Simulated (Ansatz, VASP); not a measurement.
# Cross-check of BH18C8NF4 between VASP and Ansatz, part 2 of 2

One calculation is typed for both programs; each brings its own data sets. How far apart do they land? The cell is taken from a series of runs on this material, whose earlier steps may have relaxed, scaled, displaced or heated it; both programs get it as it stands.

VASP 6.6.1 and Ansatz 0.2.0.

So far. Step 2 (VASP: single point, PBE with D4): The run ends at a pressure of 1.87 GPa, with forces up to 4.7 eV/Å.

**4. Comparison**

Known differences besides the potentials themselves: the cutoff is 420 eV in Ansatz and 600 eV in VASP (PREC = Accurate, projectors in real space). Total energies have different zeros and are not compared.

Both answers:

```
              quantity  Ansatz   VASP  difference
        pressure (GPa)    1.86   1.87       -0.01
gap on the k mesh (eV)   5.814  5.829      -0.014
```

Forces on 10 of the 128 atoms, those with the largest forces and the largest differences (eV/Å; atoms numbered as in POSCAR):

```
atom          Ansatz x, y, z            VASP x, y, z
  C2    1.201, -3.292, 1.001    1.209, -3.286, 1.014
  C3    2.166, 3.094, -0.477    2.152, 3.085, -0.502
  C5    -0.433, 1.011, 3.675    -0.407, 1.037, 3.680
  C7    2.582, 0.515, -2.403    2.562, 0.508, -2.384
 C13    3.363, 3.327, -0.059    3.371, 3.296, -0.055
 C23   -0.227, 2.900, -0.405   -0.220, 2.919, -0.403
 H66  -0.488, -3.139, -0.229  -0.485, -3.142, -0.228
F115    0.772, -0.875, 1.160    0.749, -0.904, 1.362
F119   -0.408, 0.728, -2.176   -0.494, 0.811, -2.348
F126    0.729, 1.509, -1.894    0.835, 1.699, -1.910
```

The forces differ by 38 meV/Å r.m.s., which is 4.0 % of the r.m.s. force of 0.957 eV/Å (both taken over all components). A gap on the mesh is an upper bound, since the band edges may lie between its points.

**5. Results**

```json
{"r.m.s. force difference (single point, PBE with D4)": "4.0 % of the r.m.s. force"}
```

What this shows: The r.m.s. force difference is 4.0 % of the r.m.s. force (single point, PBE with D4), beyond the 3 % picked in this series as the mark of a large difference. What causes the difference of the single point, PBE with D4 pair stays open here. How closely two codes agree says nothing of how well the functional describes the real material.

[Lines on the potential files, build, host, timing and source positions are cut from VASP's logs without a mark.]

[Logs are printed without paths, hosts, clocks, repeated set-up lines and the standing remarks that a program may print on its own settings, such as how far it seeks lower states.]

[Hosts, paths, dates, database ids (printed as entryN), source tags and the programs' standing remarks are cut or masked in the printed files.]
